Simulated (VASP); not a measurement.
**Driving VASP from ASE on As2Ru (Anduoite)**

Do ASE scripts that read As2Ru (Anduoite) from different structure formats give one answer, and do several routes find one equilibrium volume? All runs use LDA. Left out of this account: 1 further run (self-consistent run: a reference on another mesh). The start is a cell from a database of measured crystal structures.

Program: VASP 6.6.1. Level of theory: LDA; plane waves and PAW (As, Ru_pv). Results are calculated unless marked as measured.

**1. Set-up**

Symmetry: Pnnm, No. 58, orthorhombic system. Conventional cell: a = 5.428 Å, b = 6.183 Å, c = 2.969 Å, α = 90.00°, β = 90.00°, γ = 90.00°. Nearest to As lie 3 Ru at 2.45 to 2.47 Å and 1 As at 2.48 Å. Nearest to Ru lie 6 As at 2.45 to 2.47 Å. Farther neighbours are not listed.

**2. Total energy, forces and stress (LDA, through ASE)**

A single point through ASE, with the structure read from a POSCAR.

The input, run.py:

```python
import numpy as np
from ase.calculators.vasp import Vasp
from ase.io import read
from ase.dft.bandgap import bandgap

atoms = read('structure.vasp')

calc = Vasp(
    xc='lda',
    pp='LDA',
    prec='Accurate',
    encut=400,
    ediff=1e-06,
    nelm=100,
    ismear=-1,
    sigma=0.05,
    lreal=False,
    algo='Normal',
    nbands=30,
    lasph=True,
    lorbit=11,
    lwave=False,
    lcharg=False,
    kpar=4,
    isif=2,
    pp_version='64',
    setups={'As': '', 'Ru': '_pv'},
    kpts=(5, 4, 8),
    gamma=True,
    txt='vasp.out',
)
atoms.calc = calc

print("energy (eV):", round(atoms.get_potential_energy(), 6))
print("Fermi level (eV):", round(calc.get_fermi_level(), 4))
print("forces (eV/A):")
print(np.round(atoms.get_forces(), 4))
print("stress (GPa, Voigt, tension positive):", np.round(atoms.get_stress() * 160.21766, 3))
gap, p1, p2 = bandgap(calc, direct=False)
print("gap on the mesh (eV):", round(gap, 4))
```

The input, structure.vasp:

```
As2Ru
1.0
    5.4279000000      0.0000000000      0.0000000000
    0.0000000000      6.1834000000      0.0000000000
    0.0000000000      0.0000000000      2.9685000000
As Ru
4 2
Direct
    0.1700000000      0.3666000000      0.0000000000
    0.8300000000      0.6334000000      0.0000000000
    0.6700000000      0.1334000000      0.5000000000
    0.3300000000      0.8666000000      0.5000000000
    0.0000000000      0.0000000000      0.0000000000
    0.5000000000      0.5000000000      0.5000000000
```

PAW data sets: As and Ru_pv (LDA family, release 64).

On the command line:

```sh
$ export ASE_VASP_COMMAND="mpirun -np 4 vasp_std"
$ python run.py
```

Log:

```text
energy (eV): -45.522509
Fermi level (eV): 7.9779
forces (eV/A):
[[ 0.1296 -0.1877  0.    ]
 [-0.1296  0.1877 -0.    ]
 [ 0.1296  0.1877  0.    ]
 [-0.1296 -0.1877  0.    ]
 [ 0.      0.      0.    ]
 [ 0.      0.      0.    ]]
stress (GPa, Voigt, tension positive): [ 3.428  4.387  2.831 -0.    -0.    -0.   ]
gap on the mesh (eV): 0.4715
```

Wall time 14 s (4 MPI ranks of AMD EPYC 9R45, shared host); peak memory 0.7 GiB.

Lines that name or quote the potential files are left out of all logs, and their timing lines are given in words.

The INCAR that ASE wrote:

```
ENCUT = 400.000000
SIGMA = 0.050000
EDIFF = 1.00e-06
ALGO = Normal
PREC = Accurate
ISIF = 2
ISMEAR = -1
KPAR = 4
LORBIT = 11
NBANDS = 30
NELM = 100
LASPH = .TRUE.
LCHARG = .FALSE.
LWAVE = .FALSE.
LREAL = .FALSE.
```

ASE turned this into the KPOINTS:

```
KPOINTS created by Atomic Simulation Environment
0
Gamma
5 4 8
0 0 0
```

VASP's own log, vasp.out:

```text
[banner, memory and clock lines left out]
running    4 mpi-ranks, on    1 nodes
 distrk:  each k-point on    1 cores,    4 groups
 distr:  one band on    1 cores,    1 groups

 POSCAR found type information on POSCAR AsRu
 POSCAR found :  2 types and       6 ions
 LDA part: xc-table for (Slater(with rela. corr.)+CA(PZ))
 , standard interpolation
 POSCAR, INCAR and KPOINTS ok, starting setup
 FFT: planning ... GRIDC
 FFT: planning ... GRID_SOFT
 FFT: planning ... GRID
 WAVECAR not read
 entering main loop
       N       E                     dE             d eps       ncg     rms          rms(c)
DAV:   1     0.312879362784E+03    0.31288E+03   -0.22104E+04  3116   0.122E+03
DAV:   2    -0.294498976374E+02   -0.34233E+03   -0.32873E+03  3072   0.337E+02
DAV:   3    -0.463488280553E+02   -0.16899E+02   -0.16337E+02  3370   0.670E+01
DAV:   4    -0.466884437040E+02   -0.33962E+00   -0.33832E+00  3100   0.897E+00
DAV:   5    -0.466973400186E+02   -0.88963E-02   -0.88917E-02  3620   0.140E+00    0.182E+01
DAV:   6    -0.459802075657E+02    0.71713E+00   -0.53844E+00  3164   0.177E+01    0.575E+00
DAV:   7    -0.456781769490E+02    0.30203E+00   -0.22036E+00  3140   0.115E+01    0.576E+00
DAV:   8    -0.455239775674E+02    0.15420E+00   -0.47370E-01  2966   0.538E+00    0.623E-01
DAV:   9    -0.455234456858E+02    0.53188E-03   -0.33408E-02  3480   0.945E-01    0.295E-01
DAV:  10    -0.455227140874E+02    0.73160E-03   -0.53843E-03  3108   0.567E-01    0.107E-01
DAV:  11    -0.455226544752E+02    0.59612E-04   -0.52446E-04  3102   0.175E-01    0.306E-02
DAV:  12    -0.455226504340E+02    0.40412E-05   -0.45985E-05  3146   0.498E-02    0.725E-03
DAV:  13    -0.455226501582E+02    0.27578E-06   -0.39872E-06  2928   0.136E-02
   1 F= -.45522650E+02 E0= -.45522509E+02  d E =-.281731E-03
```

Parts of OUTCAR (step 2):

```text
ion  position               nearest neighbor table
   1  0.170  0.367  0.000-   5 2.45   6 2.47   6 2.47   2 2.48
   2  0.830  0.633  0.000-   5 2.45   6 2.47   6 2.47   1 2.48
   3  0.670  0.133  0.500-   6 2.45   5 2.47   5 2.47   4 2.48
   4  0.330  0.867  0.500-   6 2.45   5 2.47   5 2.47   3 2.48
   5  0.000  0.000  0.000-   1 2.45   2 2.45   3 2.47   4 2.47   3 2.47   4 2.47
   6  0.500  0.500  0.500-   3 2.45   4 2.45   1 2.47   2 2.47   1 2.47   2 2.47

  LATTYP: Found a simple orthorhombic cell.
 ALAT       =     2.9685000000
 B/A-ratio  =     1.8284992420
 C/A-ratio  =     2.0830048846

 Subroutine GETGRP returns: Found  8 space group operations
 (whereof  4 operations were pure point group operations)

The static configuration has the point symmetry C_2h.
 The point group associated with its full space group is D_2h.

 Found     45 irreducible k-points:

   k-points           NKPTS =     45   k-points in BZ     NKDIM =     45   number of bands    NBANDS=     30

   dimension x,y,z NGX =    36 NGY =   40 NGZ =   20
   dimension x,y,z NGXF=    72 NGYF=   80 NGZF=   40

   ENCUT  =  400.0 eV  29.40 Ry    5.42 a.u.   8.85 10.08  4.84*2*pi/ulx,y,z

   NELECT =      48.0000    total number of electrons

 k-points in reciprocal lattice and weights: KPOINTS created by Atomic Simulation Env
   0.00000000  0.00000000  0.00000000       0.006
   0.20000000  0.00000000  0.00000000       0.013
   0.40000000  0.00000000  0.00000000       0.013
   0.00000000  0.25000000  0.00000000       0.013
   0.20000000  0.25000000  0.00000000       0.025
   0.40000000  0.25000000  0.00000000       0.025
   0.00000000  0.50000000  0.00000000       0.006
   0.20000000  0.50000000  0.00000000       0.013
   0.40000000  0.50000000  0.00000000       0.013
[...]
0.20000000  0.50000000  0.50000000       0.013
   0.40000000  0.50000000  0.50000000       0.013

 average (electrostatic) potential at core
       1 -49.9941       2 -49.9941       3 -49.9941       4 -49.9941       5 -71.5625
       6 -71.5625

 E-fermi :   7.9779

 k-point     1 :       0.0000    0.0000    0.0000
  band No.  band energies     occupation
    ...
     20       6.0433      2.00000
     21       6.7038      2.00000
     22       7.2182      2.00000
     23       7.3756      1.99999
     24       7.5030      1.99985
     25       9.8614      0.00000
     26      10.4372      0.00000
     27      11.5475      0.00000
     28      11.5762      0.00000
     29      12.0846      0.00000
    ...

 k-point     2 :       0.2000    0.0000    0.0000
  band No.  band energies     occupation
    ...
     20       6.0306      2.00000
     21       6.8912      2.00000
     22       7.1445      2.00000
     23       7.3315      2.00000
     24       7.4621      1.99993
     25      10.2766      0.00000
     26      10.4185      0.00000
     27      11.5038      0.00000
     28      11.7546      0.00000
     29      11.8698      0.00000
    ...

 k-point     3 :       0.4000    0.0000    0.0000
  band No.  band energies     occupation
    ...
     20       6.3211      2.00000
     21       6.9079      2.00000
     22       7.0112      2.00000
     23       7.3125      2.00000
     24       7.3751      1.99999
     25      10.8828      0.00000
     26      11.2391      0.00000
     27      11.3138      0.00000
     28      12.0208      0.00000
     29      12.5193      0.00000
    ...

  Total       -2.1314197     -2.7279931     -1.7602557      0.0000000      0.0000000      0.0000000
  in kB      -34.2754630    -43.8689877    -28.3067560      0.0000000      0.0000000      0.0000000
  external PRESSURE =     -35.4837355 kB  Pullay stress =       0.0000000 kB

  energy-cutoff  :      400.00
  volume of cell :       99.63
      direct lattice vectors                 reciprocal lattice vectors
     5.427900000  0.000000000  0.000000000     0.184233313  0.000000000  0.000000000
     0.000000000  6.183400000  0.000000000     0.000000000  0.161723324  0.000000000
     0.000000000  0.000000000  2.968500000     0.000000000  0.000000000  0.336870473

 POSITION                                       TOTAL-FORCE (eV/Angst)
 -----------------------------------------------------------------------------------
      0.92274      2.26683      0.00000         0.129611     -0.187702      0.000000
      4.50516      3.91657      0.00000        -0.129611      0.187702     -0.000000
      3.63669      0.82487      1.48425         0.129611      0.187702      0.000000
      1.79121      5.35853      1.48425        -0.129611     -0.187702      0.000000
      0.00000      0.00000      0.00000         0.000000      0.000000      0.000000
      2.71395      3.09170      1.48425         0.000000      0.000000      0.000000
 -----------------------------------------------------------------------------------
    total drift:                               -0.000000      0.000000      0.000000

  FREE ENERGIE OF THE ION-ELECTRON SYSTEM (eV)
  ---------------------------------------------------
  free  energy   TOTEN  =       -45.5226501582 eV

  energy  without entropy=      -45.5223684269  energy(sigma->0) =      -45.52250929

 total charge
# of ion       s       p       d       tot
------------------------------------------
    1        1.244   1.467   0.085   2.796
    2        1.244   1.467   0.085   2.796
    3        1.244   1.467   0.085   2.796
    4        1.244   1.467   0.085   2.796
    5        0.337   6.307   6.149  12.793
    6        0.337   6.307   6.149  12.793
--------------------------------------------------
tot          5.650  18.484  12.638  36.772

[... 3 further parts left out ...]
```

The gap is read on the k-mesh alone, so it is an upper bound where the band edges lie off the mesh. At this level the cell is under a tension of 3.5 GPa, so at these settings it is away from equilibrium.

This step gave:

- electronic steps: 13
- electrons: 48
- bands: 30
- irreducible k points: 45
- symmetry operations: 8
- free energy (TOTEN): -45.52 eV
- energy at zero smearing: -45.52 eV
- Fermi energy: 7.978 eV
- pressure: -3.548 GPa
- metallic: no
- valence top at k: 0, 0.5, 0.5
- conduction bottom at k: 0, 0, 0.25
- least direct gap at k: 0, 0.25, 0.25
- gap on the k-mesh: 0.4715 eV
- least direct gap on the k-mesh: 0.7708 eV

Force by atom:

| atom | x (eV/Å) | y (eV/Å) | z (eV/Å) | size |
| --- | --- | --- | --- | --- |
| As1 | 0.130 | -0.188 | 0.000 | 0.228 |
| As2 | -0.130 | 0.188 | 0.000 | 0.228 |
| As3 | 0.130 | 0.188 | 0.000 | 0.228 |
| As4 | -0.130 | -0.188 | 0.000 | 0.228 |
| Ru5 | 0.000 | 0.000 | 0.000 | 0.000 |
| Ru6 | 0.000 | 0.000 | 0.000 | 0.000 |

The pressure is -3.55 GPa and the largest force 0.228 eV/Å, so the cell is not at a minimum at these settings.

**3. Self-consistent run (LDA, through ASE)**

The single point through ASE, with the structure read from a CIF with its space group. The mesh changes to 4×4×8, so this is no clean test of the format.

run.py, as its differences from that of step 2:

```diff
@@ -5,3 +5,3 @@
 
-atoms = read('structure.vasp')
+atoms = read('As2Ru.cif')
 
@@ -27,3 +27,3 @@
     setups={'As': '', 'Ru': '_pv'},
-    kpts=(5, 4, 8),
+    kpts=(4, 4, 8),
     gamma=True,
```

The input, As2Ru.cif:

```cif
data_As2Ru
_cell_length_a 5.42790000
_cell_length_b 6.18340000
_cell_length_c 2.96850000
_cell_angle_alpha 90.00000000
_cell_angle_beta 90.00000000
_cell_angle_gamma 90.00000000
_space_group_name_H-M_alt 'Pnnm'
_space_group_name_Hall '-P 2 2n'
_space_group_IT_number 58
loop_
_space_group_symop_operation_xyz
'x,y,z'
'-x,-y,-z'
'-x,-y,z'
'x,y,-z'
'x+1/2,-y+1/2,-z+1/2'
'-x+1/2,y+1/2,z+1/2'
'-x+1/2,y+1/2,-z+1/2'
'x+1/2,-y+1/2,z+1/2'
loop_
_atom_site_label
_atom_site_type_symbol
_atom_site_symmetry_multiplicity
_atom_site_Wyckoff_symbol
_atom_site_fract_x
_atom_site_fract_y
_atom_site_fract_z
_atom_site_occupancy
As1 As 4 g 0.1700000000 0.3666000000 0.0000000000 1
Ru1 Ru 2 a 0.0000000000 0.0000000000 0.0000000000 1
```

Log:

```text
energy (eV): -45.520396
Fermi level (eV): 7.9917
forces (eV/A):
[[ 0.1309 -0.1896  0.    ]
 [-0.1309  0.1896 -0.    ]
 [ 0.1309  0.1896  0.    ]
 [-0.1309 -0.1896 -0.    ]
 [ 0.      0.      0.    ]
 [ 0.      0.      0.    ]]
stress (GPa, Voigt, tension positive): [ 3.422  4.386  2.834 -0.    -0.    -0.   ]
gap on the mesh (eV): 0.4622
```

The job ended after 12 s (4 MPI ranks; peak memory 0.71 GiB; 44 s of CPU time).

ASE turned this into the INCAR:

```
ENCUT = 400.000000
SIGMA = 0.050000
EDIFF = 1.00e-06
ALGO = Normal
PREC = Accurate
ISIF = 2
ISMEAR = -1
KPAR = 4
LORBIT = 11
NBANDS = 30
NELM = 100
LASPH = .TRUE.
LCHARG = .FALSE.
LWAVE = .FALSE.
LREAL = .FALSE.
```

ASE turned this into the KPOINTS:

```
KPOINTS created by Atomic Simulation Environment
0
Gamma
4 4 8
0 0 0
```

vasp.out:

```text
[... set-up lines as in an earlier step ...]
 entering main loop
       N       E                     dE             d eps       ncg     rms          rms(c)
DAV:   1     0.319775452100E+03    0.31978E+03   -0.22190E+04  3124   0.123E+03
DAV:   2    -0.294702602735E+02   -0.34925E+03   -0.33537E+03  3082   0.340E+02
DAV:   3    -0.463269848398E+02   -0.16857E+02   -0.16274E+02  3294   0.671E+01
DAV:   4    -0.466873321892E+02   -0.36035E+00   -0.35833E+00  3168   0.907E+00
DAV:   5    -0.466964132608E+02   -0.90811E-02   -0.90775E-02  3534   0.140E+00    0.182E+01
DAV:   6    -0.459768497923E+02    0.71956E+00   -0.53937E+00  3162   0.177E+01    0.575E+00
DAV:   7    -0.456759136903E+02    0.30094E+00   -0.21971E+00  3118   0.115E+01    0.575E+00
DAV:   8    -0.455219227749E+02    0.15399E+00   -0.47335E-01  2954   0.537E+00    0.616E-01
DAV:   9    -0.455213897663E+02    0.53301E-03   -0.32431E-02  3436   0.932E-01    0.293E-01
DAV:  10    -0.455206744702E+02    0.71530E-03   -0.52454E-03  3072   0.558E-01    0.107E-01
DAV:  11    -0.455206170064E+02    0.57464E-04   -0.51739E-04  3162   0.173E-01    0.307E-02
DAV:  12    -0.455206128305E+02    0.41760E-05   -0.46480E-05  3124   0.499E-02    0.739E-03
DAV:  13    -0.455206125313E+02    0.29922E-06   -0.41364E-06  2930   0.140E-02
   1 F= -.45520613E+02 E0= -.45520396E+02  d E =-.433868E-03
```

From OUTCAR (step 3):

```text
 Found     45 irreducible k-points:

   NELECT =      48.0000    total number of electrons

 E-fermi :   7.9917

 k-point     1 :       0.0000    0.0000    0.0000
  band No.  band energies     occupation
    ...
     20       6.0427      2.00000
     21       6.7031      2.00000
     22       7.2174      2.00000
     23       7.3748      1.99999
     24       7.5022      1.99989
     25       9.8616      0.00000
     26      10.4366      0.00000
     27      11.5477      0.00000
     28      11.5763      0.00000
     29      12.0847      0.00000
    ...

 k-point     2 :       0.2500    0.0000    0.0000
  band No.  band energies     occupation
    ...
     20       6.1404      2.00000
     21       6.9507      2.00000
     22       7.1162      2.00000
     23       7.3181      2.00000
     24       7.4413      1.99997
     25      10.4615      0.00000
     26      10.4909      0.00000
     27      11.3335      0.00000
     28      11.8399      0.00000
     29      12.0231      0.00000
    ...

  Total       -2.1277429     -2.7274851     -1.7620806      0.0000000      0.0000000      0.0000000
  in kB      -34.2163366    -43.8608191    -28.3361024      0.0000000      0.0000000      0.0000000
  external PRESSURE =     -35.4710860 kB  Pullay stress =       0.0000000 kB

 POSITION                                       TOTAL-FORCE (eV/Angst)
 -----------------------------------------------------------------------------------
      0.92274      2.26683      0.00000         0.130939     -0.189608      0.000000
      4.50516      3.91657      0.00000        -0.130939      0.189608     -0.000000
      3.63669      0.82487      1.48425         0.130939      0.189608      0.000000
      1.79121      5.35853      1.48425        -0.130939     -0.189608     -0.000000
      0.00000      0.00000      0.00000         0.000000      0.000000      0.000000
      2.71395      3.09170      1.48425         0.000000      0.000000      0.000000
 -----------------------------------------------------------------------------------
    total drift:                               -0.000000      0.000000      0.000000

  FREE ENERGIE OF THE ION-ELECTRON SYSTEM (eV)
  ---------------------------------------------------
  free  energy   TOTEN  =       -45.5206125313 eV

  energy  without entropy=      -45.5201786629  energy(sigma->0) =      -45.52039560

 total charge
# of ion       s       p       d       tot
------------------------------------------
    1        1.244   1.467   0.085   2.796
    2        1.244   1.467   0.085   2.796
    3        1.244   1.467   0.085   2.796
    4        1.244   1.467   0.085   2.796
    5        0.337   6.308   6.148  12.793
    6        0.337   6.308   6.148  12.793
--------------------------------------------------
tot          5.649  18.485  12.637  36.772

[... 8 parts as in an earlier step ...]

[... 6 further parts left out ...]
```

A gap read on the k-mesh alone can miss the band edges.

Numbers from this step:

```
Fermi energy                   : 7.992 eV
pressure                       : -3.547 GPa
valence top at k               : 0.5, 0.5, 0.125
gap on the k-mesh              : 0.4622 eV
least direct gap on the k-mesh : 0.7707 eV
```

Force by atom:

| atom | x (eV/Å) | y (eV/Å) | z (eV/Å) | size |
| --- | --- | --- | --- | --- |
| As1 | 0.131 | -0.190 | 0.000 | 0.230 |
| As2 | -0.131 | 0.190 | 0.000 | 0.230 |
| As3 | 0.131 | 0.190 | 0.000 | 0.230 |
| As4 | -0.131 | -0.190 | 0.000 | 0.230 |
| Ru5 | 0.000 | 0.000 | 0.000 | 0.000 |
| Ru6 | 0.000 | 0.000 | 0.000 | 0.000 |

The energy lies +0.35 meV an atom from the first script, on another mesh.

[end of part 1 of 3]

[Lines on the potential files, build, host, timing and source positions are cut from VASP's logs without a mark.]

[Logs are printed without paths, hosts, clocks, repeated set-up lines and the standing remarks that a program may print on its own settings, such as how far it seeks lower states.]

[Hosts, paths, dates, database ids (printed as entryN), source tags and the programs' standing remarks are cut or masked in the printed files.]

[A measured line is paired with the nearest computed mode of its activity, which favours agreement.]
